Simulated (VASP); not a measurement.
Given:

```xyz
4
Lattice="1.7039 0.9837 4.5704 -1.7039 0.9837 4.5704 0.0000 -1.9675 4.5704" Properties=species:S:1:pos:R:3 pbc="T T T"
Na     0.0000     0.0000     0.0000
H      0.0000     0.0000     6.8557
F      0.0000     0.0000     7.9928
F      0.0000     0.0000     5.7186
```

Level of theory: r2SCAN meta-GGA, VASP's PBE PAW potentials (set 64) (plane waves; VASP 6.6.1). Settings: 520 eV cut-off, 9×9×9 Γ-centred mesh, tetrahedra with Blöchl corrections, potentials Na_pv H F.

Problem. What does the run give for the energy per atom (σ→0), band gap (over mesh and band path) with the smallest direct gap where there is one?

Solution. 
```yaml
band gap (over mesh and band path): 7.85 eV
smallest direct gap (over mesh and band path): 7.96 eV
energy per atom (σ→0): -5.695 eV/atom
```

The absolute energy has meaning only against runs of the same code, potentials and settings.

The structure comes from a computed database's NaHF2 entry (R-3m); how it stands against other phases isn't given here. It was relaxed first.
